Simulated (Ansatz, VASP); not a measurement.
**HfCdS3: VASP beside Ansatz**

One calculation is typed for both programs; each brings its own data sets. How far apart do they land? The cell is generated by rule, not measured, and may not be a known phase. The cell is taken from a series of runs on this material, whose earlier steps may have relaxed, scaled, displaced or heated it; both programs get it as it stands.

Calculated with Ansatz 0.2.0; plane waves, with VASP 6.6.1 beside it; relaxation of cell and atoms at PBEsol.

### Step 1. Starting point

It takes space group R3c (No. 161, trigonal). Conventional cell: a = 6.512 Å, b = 6.512 Å, c = 17.413 Å, α = 90.00°, β = 90.00°, γ = 120.00°. Cd has 6 S at 2.57 to 2.85 Å nearest. Nearest to Hf lie 6 S at 2.52 Å. S has 2 Hf at 2.52 Å and 2 Cd at 2.57 to 2.85 Å nearest. Farther neighbours and most contacts between anions are not listed.

### Step 2. Ansatz: relaxation of cell and atoms, PBEsol, pair 1

Ansatz runs on its PAW soft_1 files.

The relaxed volume is the usual yardstick between codes: in a stiff, nearly cubic crystal its relative difference is about their pressure difference at one cell divided by the bulk modulus.

Input file input.yaml:

```yaml
crystal:
  lattice:
    - [3.2562290528, 1.8799847202, 5.8044744892]
    - [-3.2562290528, 1.8799847202, 5.8044744892]
    - [0.0, -3.7599694403, 5.8044744892]
  atoms:
    - { symbol: Cd, position: [0.2154710812, 0.2154710812, 0.2154710812] }
    - { symbol: Cd, position: [0.7154710812, 0.7154710812, 0.7154710812] }
    - { symbol: Hf, position: [0.5144091285, 0.5144091285, 0.5144091285] }
    - { symbol: Hf, position: [0.0144091285, 0.0144091285, 0.0144091285] }
    - { symbol: S, position: [0.8947321088, 0.2732105772, 0.6331608642] }
    - { symbol: S, position: [0.1331608642, 0.7732105772, 0.3947321088] }
    - { symbol: S, position: [0.2732105772, 0.6331608642, 0.8947321088] }
    - { symbol: S, position: [0.7732105772, 0.3947321088, 0.1331608642] }
    - { symbol: S, position: [0.6331608642, 0.8947321088, 0.2732105772] }
    - { symbol: S, position: [0.3947321088, 0.1331608642, 0.7732105772] }
kpoints:
  mp_grid: { grid: [6, 6, 6] }
hamiltonian:
  xc: pbesol
  pseudopotentials: { kind: paw, azcp: { folder: soft_1 }, xc_functional: pbe }
scf:
  occupations: { method: fixed }
output:
  forces: true
  stress: true
  eigenvalues: true
relax:
  adjacent_minimum: "off"
  f_tol: 0.001
  max_steps: 60
  cell: { stress_tol: 0.01 }
```

Launch:

```bash
> ansatz run input.yaml --threads 4 --pin off --max-ram 16384MiB --backend cpu --events-out ev --progress --plain --runs-dir out
```

Numbers of over 12 decimals in the logs are rounded to 6 here.

The program printed:

```text
Engine: ansatz 0.2.0, aarch64-unknown-linux-gnu
Pseudopotentials: kind: paw
Pseudopotential: Cd, paw, valence charge 20, recommended cutoff 420 eV (normal), soft_1/Cd.paw.azcp
Pseudopotential: Hf, paw, valence charge 26, recommended cutoff 420 eV (normal), soft_1/Hf.paw.azcp
Pseudopotential: S, paw, valence charge 6, recommended cutoff 420 eV (normal), soft_1/S.paw.azcp
Functional definition: PBEsol
  exchange = pbesol_x
  correlation = pbesol_c
Crystal: 10 atoms, lattice volume = 213.198 Å³
Basis set: ecut = 420 eV, 4165 PW (Γ), exchange–correlation on 96×96×96 points (8 copies of the dense FFT grid, shifted against one another)
Bands: 77, of which v1, the nominal top of the filled ones, is band 64 counted from 1 (63 counted from 0)
Symmetry: 6 space group operations
Space group: R3c (ITA 161), of the structure as read, at distance tolerance 6.0e-5 Å
k-points: 32 of 216 (time reversal used)
Non-local potential: Cd, projectors of the file, l = 0: 3, l = 1: 2, l = 2: 2, l = 3: 1
Non-local potential: Hf, projectors of the file, l = 0: 3, l = 1: 2, l = 2: 2, l = 3: 3
Non-local potential: S, projectors of the file, l = 0: 2, l = 1: 2, l = 2: 1
PAW form: soft (Blöchl's): semilocal exchange-correlation on the pseudo side does not see the compensation charge
PAW frozen core: Cd, regenerated for the run's functional, and the local potential with it (the file was generated under x = pbe(κ = 0.804, μ = 0.219515), c = pbe(β = 0.066725))
PAW frozen core: Hf, regenerated for the run's functional, and the local potential with it (the file was generated under x = pbe(κ = 0.804, μ = 0.219515), c = pbe(β = 0.066725))
PAW frozen core: S, regenerated for the run's functional, and the local potential with it (the file was generated under x = pbe(κ = 0.804, μ = 0.219515), c = pbe(β = 0.066725))
PAW one-centre angular grid: Cd, 590 points (default); XC on 64 Gauss nodes
PAW one-centre angular grid: Hf, 590 points (default); XC on 64 Gauss nodes
PAW one-centre angular grid: S, 110 points (default); XC on 64 Gauss nodes
Initial density: superposition of atomic densities (chi_scale 0.1, normalization cell, long waves kept (reshape's long-wave potential 0.00 eV rms))
Initial wavefunctions: pseudopotential atomic-orbital guess
Functional: x = pbesol(κ = 0.804, μ = 0.123457), c = pbesol(β = 0.046)
SCF iter   1: F=—  HF=-52888.552328 eV  |F-HF|=—  |Δ(HF+E_count)|=         —  Δρ=4.72e-2  dr2=9.14e0  ethr=3.10e-3  ⟨swp⟩=4.7  Hψ=7830  notcnv=0  defer=342
preconditioner: auto → Resta (q_TF=auto, 2.506 Å⁻¹)  ε∞=5.6  [insulator: Δε(μ)=0.588 eV  Ē_g=11.677 eV  n_scr=58 (ndim 8)  ℏωp=24.9 eV  f_vac=0.017  ε∞_Penn≈5.6]
SCF iter   2: F=—  HF=-52886.627893 eV  |F-HF|=—  |Δ(HF+E_count)|=    1.92e0  Δρ=2.05e-2  dr2=1.09e0  ethr=3.10e-3  ⟨swp⟩=3.0  Hψ=4866  notcnv=0  defer=329
SCF iter   3: F=—  HF=-52886.283840 eV  |F-HF|=—  |Δ(HF+E_count)|=   3.44e-1  Δρ=1.03e-2  dr2=2.71e-1  ethr=8.48e-4  ⟨swp⟩=2.0  Hψ=3896  notcnv=0  defer=347
SCF iter   4: F=—  HF=-52886.205102 eV  |F-HF|=—  |Δ(HF+E_count)|=   7.87e-2  Δρ=4.12e-3  dr2=3.31e-2  ethr=2.12e-4  ⟨swp⟩=2.9  Hψ=4773  notcnv=0  defer=349
SCF iter   5: F=—  HF=-52886.208478 eV  |F-HF|=—  |Δ(HF+E_count)|=   3.38e-3  Δρ=1.31e-3  dr2=3.86e-3  ethr=2.59e-5  ⟨swp⟩=2.0  Hψ=3882  notcnv=0  defer=349
SCF iter   6: F=—  HF=-52886.208945 eV  |F-HF|=—  |Δ(HF+E_count)|=   4.67e-4  Δρ=2.61e-4  dr2=2.52e-4  ethr=3.02e-6  ⟨swp⟩=2.0  Hψ=3867  notcnv=0  defer=349
SCF iter   7: F=—  HF=-52886.209208 eV  |F-HF|=—  |Δ(HF+E_count)|=   2.62e-4  Δρ=9.49e-5  dr2=4.29e-5  ethr=1.97e-7  ⟨swp⟩=2.0  Hψ=4079  notcnv=0  defer=322
SCF iter   8: F=—  HF=-52886.209285 eV  |F-HF|=—  |Δ(HF+E_count)|=   7.66e-5  Δρ=4.26e-5  dr2=3.77e-6  ethr=3.35e-8  ⟨swp⟩=2.1  Hψ=3842  notcnv=0  defer=205
SCF iter   9: F=—  HF=-52886.209286 eV  |F-HF|=—  |Δ(HF+E_count)|=   1.83e-6  Δρ=2.48e-5  dr2=1.19e-6  ethr=2.94e-9  ⟨swp⟩=2.0  Hψ=4345  notcnv=0  defer=207
SCF iter  10: F=-52886.209286 eV  HF=-52886.209286 eV  |F-HF|=3.76e-8  |Δ(HF+E_count)|=   1.41e-7  Δρ=4.64e-6  dr2=6.00e-8  ethr=7.81e-11  ⟨swp⟩=13.4  Hψ=16280  notcnv=0
SCF 1 converged in 10 iterations: F = -52886.209286 eV  dr2 = 6.00e-8
  greatest PAW one-centre occupation: 1.000 electrons in one spin orbital (limit 2), on the Cd atom at site 1 (counted from 0), in its partial waves of l = 0
relax step   1: F+E_penalty+E_count = -52886.20928629 eV  Δ(F+E_penalty+E_count) = +0.000e0 eV  max|allowed force component| = 6.784e-5 eV/Å  Δτ_max = 0.0000 Å  P = -0.002 GPa  Ω = 213.198 Å³  (10 SCF iters, dr2 threshold 1.00e-7 eV, accepted)
Initial density: handed on by an earlier stage of this run
Initial wavefunctions: pseudopotential atomic-orbital guess (no wavefunctions were taken with the density)
iter 1 solved again at ethr=5.23e-7 eV; its pass at ethr=3.10e-3 eV (dr2=6.69e-4 eV) is discarded
SCF iter   1: F=—  HF=-52886.209216 eV  |F-HF|=—  |Δ(HF+E_count)|=         —  Δρ=4.72e-6  dr2=6.29e-8  ethr=5.23e-7  ⟨swp⟩=4.2  Hψ=14965  notcnv=0  defer=347
eigensolver tolerance schedule: the retry pair's looser diagonalisation over-reported the residual by 10636.96 of it (diagonalisation noise at an unbounded share of the residual, at the tolerance the schedule requests for it); recorded, not acted on — ethr = c·dr2/N_el stays at c = 1.0e-1
preconditioner: auto → Resta (q_TF=auto, 2.506 Å⁻¹)  ε∞=5.8  [insulator: Δε(μ)=1.497 eV  Ē_g=11.393 eV  n_scr=58 (ndim 8)  ℏωp=24.9 eV  f_vac=0.035  ε∞_Penn≈5.8]
SCF iter   2: F=—  HF=-52886.209286 eV  |F-HF|=—  |Δ(HF+E_count)|=   6.99e-5  Δρ=3.17e-6  dr2=3.40e-8  ethr=4.91e-11  ⟨swp⟩=3.5  Hψ=6460  notcnv=0  defer=341
SCF iter   3: F=—  HF=-52886.209286 eV  |F-HF|=—  |Δ(HF+E_count)|=   1.63e-8  Δρ=1.71e-6  dr2=9.65e-9  ethr=2.66e-11  ⟨swp⟩=3.0  Hψ=4488  notcnv=0  defer=341
SCF iter   4: F=—  HF=-52886.209286 eV  |F-HF|=—  |Δ(HF+E_count)|=   7.61e-9  Δρ=8.79e-7  dr2=2.45e-9  ethr=7.54e-12  ⟨swp⟩=2.0  Hψ=3821  notcnv=0  defer=341
SCF iter   5: F=—  HF=-52886.209286 eV  |F-HF|=—  |Δ(HF+E_count)|=  5.82e-10  Δρ=4.08e-7  dr2=3.78e-10  ethr=1.91e-12  ⟨swp⟩=2.0  Hψ=4047  notcnv=0  defer=341
SCF iter   6: F=—  HF=-52886.209286 eV  |F-HF|=—  |Δ(HF+E_count)|=  2.33e-10  Δρ=2.87e-7  dr2=1.95e-10  ethr=1.00e-12  ⟨swp⟩=2.0  Hψ=3339  notcnv=0  defer=341
SCF iter   7: F=—  HF=-52886.209286 eV  |F-HF|=—  |Δ(HF+E_count)|=  1.46e-11  Δρ=6.91e-8  dr2=1.34e-11  ethr=1.00e-12  ⟨swp⟩=1.1  Hψ=2289  notcnv=0  defer=341
SCF iter   8: F=-52886.209286 eV  HF=-52886.209286 eV  |F-HF|=0.00e0  |Δ(HF+E_count)|=  7.28e-12  Δρ=3.36e-8  dr2=2.85e-12  ethr=1.00e-12  ⟨swp⟩=15.7  Hψ=16160  notcnv=0
SCF 2 converged in 8 iterations: F = -52886.209286 eV  dr2 = 2.85e-12
relax step   2: F+E_penalty+E_count = -52886.20928630 eV  Δ(F+E_penalty+E_count) = -1.110e-8 eV  max|allowed force component| = 8.463e-5 eV/Å  Δτ_max = 0.0000 Å  P = -0.002 GPa  Ω = 213.198 Å³  stress off target by 2.82e-3 GPa  SCF on the basis re-selected at this cell (its energy is not comparable with the rows above)  (8 SCF iters)
basis re-selected at this cell: Δ(F+E_penalty+E_count) = -1.110e-8 eV, ΔP = +0.000 GPa vs the last step (what re-selecting the basis moved, of the pressure what is left beyond the Pulay correction that the steps carried, after the strain that the cell walked since its last selection, with what the two solves' SCF thresholds leave and, on support functions, any second-order correction that the steps lacked; it is no m [...]
SCF converged after 8 iterations
Free energy (F): -52886.209286 eV
Harris-Foulkes:  -52886.209286 eV  (|F-HF|=0.00e0)
Internal energy: -52886.209286 eV  (E = F + TS)
E sigma→0 (E₀):  -52886.209286 eV
Fermi energy:    8.897145 eV
--- Per-component energies (eV) ---
  E_band       = -1337.891231
  E_kinetic    = 2326.262152
  E_local      = -24657.117052  (includes V_loc(G=0)·N_el)
  E_nonlocal   = 590.983985
  E_hartree    = 11547.051507
  E_xc         = -1367.313069
  E_vxc        = -1394.860951  (∫ρ·V_xc dr)
  E_paw        = -26767.308289  (= ΣΔE_a)
  E_vpaw       = -1297.263285  (= ΣTr[D̂ρ^β])
  E_aug_tail   = 0.000817  (compensation charges beyond the density's cutoff)
  E_ewald      = -14562.327068
  E_core_change = 3.557730  (= ΣΔE_core)
  E_smearing   = -0.000000  (= −TS)
  E_closure    = 0.000000  (closes the sum)
  Σ components = -52886.209286   (vs F -52886.209286, Δ=0.00e0)
--- Forces (eV/Å), atoms counted from 1 ---
  atom   1  Cd    -0.00000000    -0.00000000    -0.00008465
  atom   2  Cd     0.00000000    -0.00000000    -0.00008465
  atom   3  Hf     0.00000000    -0.00000000    -0.00002566
  atom   4  Hf     0.00000000    -0.00000000    -0.00002566
  atom   5  S      0.00001244     0.00002439     0.00003674
  atom   6  S     -0.00001490    -0.00002297     0.00003674
  atom   7  S      0.00001490    -0.00002297     0.00003674
  atom   8  S     -0.00001244     0.00002439     0.00003674
  atom   9  S     -0.00002735    -0.00000142     0.00003674
  atom  10  S      0.00002735    -0.00000142     0.00003674
  max |Σ_I F_I| component: 1.60e-7 eV/Å
--- Stress (GPa, compression-positive) ---
       -0.002822      -0.000000      -0.000000
       -0.000000      -0.002822       0.000000
       -0.000000       0.000000       0.000429
  P = ⅓ Tr σ = -0.0017 GPa (-0.017 kbar)
--- Band table (eV; the first three rows and the last of 32) ---
  k-point 0: bands = [... 60 lower, 8.5238, 8.8674, 8.8674, 8.8971, 10.4230, 10.5117, 10.5117, 11.8442, ... 9 higher]
  k-point 1: bands = [... 60 lower, 8.5253, 8.6211, 8.6967, 8.8334, 10.6196, 10.7438, 10.7957, 11.8829, ... 9 higher]
  k-point 2: bands = [... 60 lower, 8.3605, 8.3791, 8.6190, 8.7244, 10.8404, 10.9878, 11.2622, 11.6885, ... 9 higher]
  k-point 31: bands = [... 60 lower, 8.5118, 8.5118, 8.5118, 8.5118, 11.0813, 11.0813, 12.0811, 12.0811, ... 9 higher]
--- Relaxed structure (1 steps of the walk, 1 accepted, 1 SCFs on fresh bases) ---
  F+E_penalty+E_count = -52886.20928630 eV   max|allowed force component| = 8.463e-5 eV/Å   (the final SCF, on the basis selected at the relaxed cell)
  cell:  # Å, volume = 213.1981 Å³
    - [3.256229, 1.879985, 5.804474]
    - [-3.256229, 1.879985, 5.804474]
    - [0.0, -3.759969, 5.804474]
  atoms:
    - { symbol: Cd, position: [0.215471, 0.215471, 0.215471] }
    - { symbol: Cd, position: [0.715471, 0.715471, 0.715471] }
    - { symbol: Hf, position: [0.5144091285, 0.5144091285, 0.5144091285] }
    - { symbol: Hf, position: [0.014409, 0.014409, 0.014409] }
    - { symbol: S, position: [0.8947321088, 0.2732105772, 0.6331608642] }
    - { symbol: S, position: [0.133161, 0.7732105772, 0.394732] }
    - { symbol: S, position: [0.273211, 0.633161, 0.894732] }
    - { symbol: S, position: [0.7732105772, 0.3947321088, 0.133161] }
    - { symbol: S, position: [0.6331608642, 0.8947321088, 0.2732105772] }
    - { symbol: S, position: [0.3947321088, 0.1331608642, 0.7732105772] }
```

The column dr2 measures how far the density is from self-consistency, as an energy; F and HF (Harris–Foulkes) agree once it is small.

(Part 1 of 3 ends here.)

[Lines on the potential files, build, host, timing and source positions are cut from VASP's logs without a mark.]

[Logs are printed without paths, hosts, clocks, repeated set-up lines and the standing remarks that a program may print on its own settings, such as how far it seeks lower states.]

[Hosts, paths, dates, database ids (printed as entryN), source tags and the programs' standing remarks are cut or masked in the printed files.]
